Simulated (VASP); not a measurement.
An input for Quantum ESPRESSO's pw.x (written as the equivalent of a VASP run, and not itself run):

```
&CONTROL
  calculation = 'vc-relax'
  pseudo_dir = './pseudo'
  outdir = './out'
  tprnfor = .true.
  tstress = .true.
  nstep = 60
  forc_conv_thr = 0.00078
/
&SYSTEM
  ibrav = 0
  nat = 3
  ntyp = 2
  ecutwfc = 84
  occupations = 'smearing'
  smearing = 'methfessel-paxton'
  degauss = 0.00735
  input_dft = 'pbe'
/
&ELECTRONS
  conv_thr = 7.3e-08
  electron_maxstep = 100
/
&IONS
/
&CELL
/
ATOMIC_SPECIES
  Mg 24.305 Mg.upf
  Sn 118.710 Sn.upf
CELL_PARAMETERS angstrom
    -0.0000000    3.4118755    3.4118755
     3.4118755    0.0000000    3.4118755
     3.4118755    3.4118755    0.0000000
ATOMIC_POSITIONS crystal
  Mg   0.2500000  0.2500000  0.2500000
  Mg   0.7500000  0.7500000  0.7500000
  Sn   0.0000000  0.0000000  0.0000000
K_POINTS automatic
  7 7 7 0 0 0
```

Task: Translate this input to VASP (INCAR, KPOINTS, POSCAR, choice of POTCAR).

Result: This is not unique; one that fits is 
POSCAR:
```
Mg2Sn
1
   -0.0000000000     3.4118754978     3.4118754978
    3.4118754978     0.0000000000     3.4118754978
    3.4118754978     3.4118754978     0.0000000000
Mg Sn
2 1
Direct
  0.2500000000   0.2500000000   0.2500000000
  0.7500000000   0.7500000000   0.7500000000
  0.0000000000   0.0000000000   0.0000000000
```

**INCAR**
```
# general
SYSTEM   =  Mg2Sn
PREC     =  Accurate
ENCUT    =  400   # plane-wave cut-off (eV)
LREAL    =  .FALSE.   # projection in real space or not
LASPH    =  .TRUE.   # aspherical one-centre terms

# electronic loop
EDIFF    =  1E-6
NELM     =  100
ALGO     =  Normal   # blocked Davidson
LMAXMIX  =  4   # l cut-off of mixed one-centre charges

# smearing
ISMEAR   =  1   # Methfessel-Paxton
SIGMA    =  0.1   # width (eV)

# functional
GGA      =  PE   # PBE

# ions
IBRION   =  2
NSW      =  60   # most ionic steps
ISIF     =  3   # ions, shape and volume
EDIFFG   =  -0.02   # ionic stop

# output
LWAVE    =  .FALSE.
LCHARG   =  .FALSE.
```

KPOINTS:
```
Automatic mesh
0
Gamma
7 7 7
0 0 0
```

POTCAR, in this order: Mg Sn_d (PBE.64 set). Program: vasp_std.

Limits of the translation: the potentials are each code's own (VASP's PAW set, PseudoDojo norm-conserving files in pw.x), so ENCUT and ecutwfc are chosen apart and not converted; conv_thr bounds pw.x's estimated SCF error, while EDIFF bounds the energy change between steps; forc_conv_thr acts on force components and is met together with etot_conv_thr.

The compound is Mg2Sn in the antifluorite structure. This run relaxes it. Symmetry was kept, so distortions that lower it aren't found. The start is the result of an earlier pass.
